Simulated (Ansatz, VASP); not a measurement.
# CsPbCl3: VASP beside Ansatz

One calculation is typed for both programs; each brings its own data sets. How far apart do they land? The cell is taken from a series of runs on this material, whose earlier steps may have relaxed, scaled, displaced or heated it; both programs get it as it stands.

Program: Ansatz 0.2.0. Level of theory: plane waves, with VASP 6.6.1 beside it; G0W0 gap at HF with an exact-exchange share of 1. Results are calculated unless marked as measured.

## (1) Set-up

It takes space group Pm-3m (No. 221, cubic). Conventional cell: a = 5.605 Å, b = 5.605 Å, c = 5.605 Å, α = 90.00°, β = 90.00°, γ = 90.00°. Cs has 12 Cl at 3.96 Å nearest. Nearest to Pb lie 6 Cl at 2.80 Å. Nearest to Cl lie 2 Pb at 2.80 Å and 4 Cs at 3.96 Å. Farther neighbours and most contacts between anions are not listed.

## (2) VASP: G0W0 gap, HF with an exact-exchange share of 1

Quasiparticle shifts depend on high empty states and on the cores, so they are the hardest test of two PAW sets.

Lines of VASP's logs that name or quote its potential files are left out, and so is its time.

The run reads the wave functions of an earlier VASP run, which isn't shown here.

The input, INCAR:

```
SYSTEM = CsPbCl3
PREC = Accurate
ENCUT = 300
ISMEAR = 0
SIGMA = 0.01
LREAL = .FALSE.
LHFCALC = .TRUE.
AEXX = 1
GGA = PE
ALDAC = 0
AGGAC = 0
LASPH = .TRUE.
NBANDS = 422
PRECFOCK = Fast
ALGO = EVGW0
NELMGW = 1
ENCUTGW = 100
NOMEGA = 64
NBANDSGW = 31
LWAVE = .FALSE.
LCHARG = .FALSE.
```

The input, POSCAR:

```
CsPbCl3
1.0
    5.6050000000      0.0000000000      0.0000000000
    0.0000000000      5.6050000000      0.0000000000
    0.0000000000      0.0000000000      5.6050000000
Cs Pb Cl
1 1 3
Direct
    0.0000000000      0.0000000000      0.0000000000
    0.5000000000      0.5000000000      0.5000000000
    0.5000000000      0.5000000000      0.0000000000
    0.0000000000      0.5000000000      0.5000000000
    0.5000000000      0.0000000000      0.5000000000
```

The input, KPOINTS:

```
Automatic mesh
0
Gamma
2 2 2
0 0 0
```

The projector-augmented-wave data sets are Cs_sv_GW, Pb_d_GW and Cl_GW (PBE family, release 64).

On the command line:

```sh
export OMP_NUM_THREADS=3
mpirun -np 1 vasp_std
```

Numbers of over 12 decimals in the logs are rounded to 6 here.

Output:

```text
[banner, memory and clock lines left out]
running    1 mpi-ranks, on    1 nodes
 distrk:  each k-point on    1 cores,    1 groups
 distr:  one band on    1 cores,    1 groups
 Offloading initialized ...    1 GPUs detected
 POSCAR found type information on POSCAR CsPbCl
 POSCAR found :  3 types and       5 ions
|                                                                             |
|           W    W    AA    RRRRR   N    N  II  N    N   GGGG   !!!           |
|           W    W   A  A   R    R  NN   N  II  NN   N  G    G  !!!           |
|           W    W  A    A  R    R  N N  N  II  N N  N  G       !!!           |
|           W WW W  AAAAAA  RRRRR   N  N N  II  N  N N  G  GGG   !            |
|           WW  WW  A    A  R   R   N   NN  II  N   NN  G    G                |
|           W    W  A    A  R    R  N    N  II  N    N   GGGG   !!!           |
|                                                                             |
|     The default for ENCUTGWSOFT is different in this version of VASP.       |
|     please manually set ENCUTGWSOFT =100 in the INCAR file.                 |
|                                                                             |

 LDA part: xc-table for (Slater+PW92), standard interpolation
 found WAVECAR, reading the header
 POSCAR, INCAR and KPOINTS ok, starting setup
 FFT: planning ... GRIDC
 FFT: planning ... GRID_SOFT
 FFT: planning ... GRID
 reading WAVECAR
 the WAVECAR file was read successfully
 initial charge from wavefunction
 available memory per node:   1662.67 GB, setting MAXMEM to   1702569

 The Fermi energy was updated, please check that it is located mid-gap
 values below the HOMO (VB) or above the LUMO (CB) will cause erroneous energies
 E-fermi :   3.1782

 calculate exact exchange contribution
 the WAVEDER file was read successfully
energies w=
    0.000    0.000    3.740    0.000    7.474    0.000   11.197    0.000
   14.903    0.000   18.586    0.000   22.244    0.000   25.872    0.000
   29.466    0.000   33.024    0.000   36.544    0.000   40.025    0.000
   43.467    0.000   46.869    0.000   50.232    0.000   53.557    0.000
   56.847    0.000   60.103    0.000   63.328    0.000   66.524    0.000
   69.695    0.000   72.844    0.000   75.975    0.000   79.091    0.000
   82.198    0.000   85.299    0.000   88.398    0.000   91.501    0.000
   94.612    0.000   97.737    0.000  100.881    0.000  104.050    0.000
  107.250    0.000  110.487    0.000  113.767    0.000  117.099    0.000
  120.490    0.000  123.948    0.000  127.483    0.000  131.102    0.000
  134.819    0.000  138.642    0.000  142.586    0.000  146.664    0.000
  150.891    0.000  155.284    0.000  159.863    0.000  164.648    0.000
  169.663    0.000  174.935    0.000  180.495    0.000  186.378    0.000
  192.623    0.000  199.277    0.000  206.394    0.000  214.034    0.000
  222.272    0.000  231.194    0.000  240.901    0.000  251.517    0.000
  263.189    0.000  276.098    0.000  290.465    0.000  306.566    0.000
 responsefunction array rank=     432
 LDA part: xc-table for (Slater+PW92), standard interpolation

 min. memory requirement per mpi rank    600.4 MB, per node    600.4 MB

 allocating  64 responsefunctions rank=   432
 shmem allocating  64 responsefunctions rank=   432
 response function shared by NCSHMEM nodes    1
 Doing            64  frequencies on each core in blocks of            64
NQ=   1    0.0000    0.0000    0.0000,
|.........|.........|.........|.........|.........|.........|.........|.........
 performed        251000 updates of chi_q(r,r)
 total number of BLAS operations        304.44 Gflops
NQ=   2    0.5000    0.0000    0.0000,
|.........|.........|.........|.........|.........|.........|.........|.........
 performed        607000 updates of chi_q(r,r)
 total number of BLAS operations        764.88 Gflops
NQ=   3    0.5000    0.5000    0.0000,
|.........|.........|.........|.........|.........|.........|.........|.........
 performed        963000 updates of chi_q(r,r)
 total number of BLAS operations       1193.80 Gflops
NQ=   4    0.5000    0.5000    0.5000,
|.........|.........|.........|.........|.........|.........|.........|.........
 performed       1214000 updates of chi_q(r,r)
 total number of BLAS operations       1569.27 Gflops
 resolving degeneracies of screened two electron integrals

 calculate QP shifts <psi_nk| G(iteration)W_0 |psi_nk>: iteration 1
 entering main loop
```

Parts of OUTCAR (step 2):

```text
ion  position               nearest neighbor table
   1  0.000  0.000  0.000-
   2  0.500  0.500  0.500-
   3  0.500  0.500  0.000-
   4  0.000  0.500  0.500-
   5  0.500  0.000  0.500-

  LATTYP: Found a simple cubic cell.
 ALAT       =     5.6050000000

 Subroutine GETGRP returns: Found 48 space group operations
 (whereof 48 operations were pure point group operations)

The static configuration has the point symmetry O_h .

 Found      4 irreducible k-points:

   k-points           NKPTS =      4   k-points in BZ     NKDIM =      8   number of bands    NBANDS=    422

   dimension x,y,z NGX =    32 NGY =   32 NGZ =   32
   dimension x,y,z NGXF=    64 NGYF=   64 NGZF=   64

   ENCUT  =  300.0 eV  22.05 Ry    4.70 a.u.   7.92  7.92  7.92*2*pi/ulx,y,z

   NELECT =      46.0000    total number of electrons

  energy-cutoff  :      300.00
  volume of cell :      176.09
      direct lattice vectors                 reciprocal lattice vectors
     5.605000000  0.000000000  0.000000000     0.178412132  0.000000000  0.000000000
     0.000000000  5.605000000  0.000000000     0.000000000  0.178412132  0.000000000
     0.000000000  0.000000000  5.605000000     0.000000000  0.000000000  0.178412132

 k-points in reciprocal lattice and weights: Automatic mesh
   0.00000000  0.00000000  0.00000000       0.125
   0.50000000  0.00000000  0.00000000       0.375
   0.50000000  0.50000000  0.00000000       0.375
   0.50000000  0.50000000  0.50000000       0.125

 E-fermi :   3.1782

 QP shifts <psi_nk| G(iteration)W_0 |psi_nk>: iteration 1
 for sc-GW calculations column KS-energies equals QP-energies in previous step
 and V_xc(KS)=  KS-energies - (<T + V_ion + V_H > + <T+V_H+V_ion>^1  + <V_x>^1)
 k-point   1 :       0.0000    0.0000    0.0000
  band No.  KS-energies  QP-energies   sigma(KS)   V_xc(KS)     V^pw_x(r,r')   Z            occupation Imag(sigma)
    ...
     20      -5.7618      -4.1920     -16.6093     -18.3690     -18.3682       0.8921       2.0000       0.3085
     21      -5.5470      -3.9895     -16.8488     -18.5932     -18.5923       0.8929       2.0000       0.3050
     22      -5.5470      -3.9895     -16.8488     -18.5932     -18.5923       0.8929       2.0000       0.3050
     23      -5.5470      -3.9895     -16.8488     -18.5932     -18.5923       0.8929       2.0000       0.3050
     24       8.5167       6.4080      -4.6834      -2.4016      -2.4023       0.9242       0.0000      -0.2399
     25       9.4473       7.4391      -4.5232      -2.3546      -2.3564       0.9260       0.0000      -0.2334
     26       9.4473       7.4391      -4.5232      -2.3546      -2.3564       0.9260       0.0000      -0.2334
     27      10.7303       8.5843      -5.3081      -2.9785      -2.9796       0.9212       0.0000      -0.2463
    ...

 k-point   2 :       0.5000    0.0000    0.0000
  band No.  KS-energies  QP-energies   sigma(KS)   V_xc(KS)     V^pw_x(r,r')   Z            occupation Imag(sigma)
    ...
     20      -5.8641      -4.3060     -16.4303     -18.1771     -18.1763       0.8920       2.0000       0.3085
     21      -5.7111      -4.1458     -16.6727     -18.4262     -18.4253       0.8927       2.0000       0.3081
     22      -5.7111      -4.1458     -16.6727     -18.4262     -18.4253       0.8927       2.0000       0.3081
     23      -3.7407      -2.7929     -16.5774     -17.6292     -17.6269       0.9011       2.0000       0.2362
     24       8.8199       6.5909      -8.2210      -5.7695      -5.7718       0.9093       0.0000      -0.2564
     25      10.0668       7.9592      -5.0956      -2.8083      -2.8096       0.9214       0.0000      -0.2471
     26      10.5773       8.5467      -5.0495      -2.8491      -2.8513       0.9228       0.0000      -0.2429
     27      10.8564       8.7382      -4.7557      -2.4579      -2.4578       0.9218       0.0000      -0.2544
    ...

 k-point   3 :       0.5000    0.5000    0.0000
  band No.  KS-energies  QP-energies   sigma(KS)   V_xc(KS)     V^pw_x(r,r')   Z            occupation Imag(sigma)
    ...
     20      -5.9504      -4.4035     -16.4370     -18.1737     -18.1730       0.8907       2.0000       0.3082
     21      -5.9133      -4.3071     -17.1450     -18.9521     -18.9492       0.8888       2.0000       0.3165
     22      -5.1957      -3.6491     -16.9636     -18.6965     -18.6959       0.8925       2.0000       0.2986
     23      -2.3326      -1.6171     -16.5408     -17.3326     -17.3305       0.9036       2.0000       0.2051
     24       8.1919       5.9888      -7.8194      -5.4015      -5.4032       0.9112       0.0000      -0.2475
     25       8.1919       5.9888      -7.8194      -5.4015      -5.4032       0.9112       0.0000      -0.2475
     26      10.8650       8.5840      -7.9625      -5.4519      -5.4523       0.9085       0.0000      -0.2785
     27      11.0922       8.9384      -5.3566      -3.0184      -3.0205       0.9211       0.0000      -0.2506
    ...

 k-point   4 :       0.5000    0.5000    0.5000
  band No.  KS-energies  QP-energies   sigma(KS)   V_xc(KS)     V^pw_x(r,r')   Z            occupation Imag(sigma)
    ...
     20      -5.1874      -3.6375     -16.9787     -18.7134     -18.7127       0.8935       2.0000       0.2987
     21      -5.1874      -3.6375     -16.9787     -18.7134     -18.7127       0.8935       2.0000       0.2987
     22      -5.1874      -3.6375     -16.9787     -18.7134     -18.7127       0.8935       2.0000       0.2987
     23      -1.0975      -0.5502     -16.6106     -17.2146     -17.2128       0.9059       2.0000       0.1844
     24       7.4539       5.2879      -7.2680      -4.9004      -4.9016       0.9149       0.0000      -0.2394
     25       7.4539       5.2879      -7.2680      -4.9004      -4.9016       0.9149       0.0000      -0.2394
     26       7.4539       5.2879      -7.2680      -4.9004      -4.9016       0.9149       0.0000      -0.2394
     27      10.5645       8.3932      -4.7515      -2.3966      -2.3968       0.9220       0.0000      -0.2468
    ...
```

(Continued in part 2 of 2.)

[Lines on the potential files, build, host, timing and source positions are cut from VASP's logs without a mark.]

[Logs are printed without paths, hosts, clocks, repeated set-up lines and the standing remarks that a program may print on its own settings, such as how far it seeks lower states.]

[Hosts, paths, dates, database ids (printed as entryN), source tags and the programs' standing remarks are cut or masked in the printed files.]
